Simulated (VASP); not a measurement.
OSZICAR of a VASP run on GaN (zinc blende):

**OSZICAR**
```
       N       E                     dE             d eps       ncg     rms          rms(c)
DAV:   1     0.925548700376E+02    0.92555E+02   -0.98057E+03  1533   0.249E+03
DAV:   2    -0.719742071374E+01   -0.99752E+02   -0.95092E+02  1651   0.374E+02
DAV:   3    -0.148053947339E+02   -0.76080E+01   -0.75603E+01  1641   0.917E+01
DAV:   4    -0.149404773750E+02   -0.13508E+00   -0.13495E+00  1763   0.131E+01
DAV:   5    -0.149423656827E+02   -0.18883E-02   -0.18883E-02  1599   0.139E+00    0.723E+00
DAV:   6    -0.131535267954E+02    0.17888E+01   -0.51804E+00  2219   0.486E+01    0.265E+00
DAV:   7    -0.131436618665E+02    0.98649E-02   -0.30652E-01  1456   0.710E+00    0.172E+00
DAV:   8    -0.131266167087E+02    0.17045E-01   -0.63284E-02  1716   0.355E+00    0.711E-01
DAV:   9    -0.131224439997E+02    0.41727E-02   -0.17848E-02  2190   0.321E+00    0.166E-01
DAV:  10    -0.131225754868E+02   -0.13149E-03   -0.15659E-03  1763   0.656E-01    0.738E-02
DAV:  11    -0.131225354611E+02    0.40026E-04   -0.19242E-04  2214   0.276E-01    0.770E-03
DAV:  12    -0.131225376149E+02   -0.21537E-05   -0.16079E-05  1589   0.564E-02    0.358E-03
DAV:  13    -0.131225375336E+02    0.81266E-07   -0.69439E-07  1692   0.822E-03
   1 F= -.13122538E+02 E0= -.13122538E+02  d E =0.000000E+00
```

**Question.** Which electronic solver shows in the log?

**Answer.** It is blocked Davidson (ALGO = Normal, or the opening steps of other solvers). The INCAR had ALGO = Normal.

**Question.** Can the final energy be trusted as converged?

**Answer.** Self-consistency was reached. It stopped with EDIFF = 1E-7, NELM = 100 (PBEsol GGA, plane waves, VASP's PBE PAW potentials (set 64)).

The compound is GaN in the zinc blende structure, a metastable form; wurtzite is the usual one. It was relaxed first.
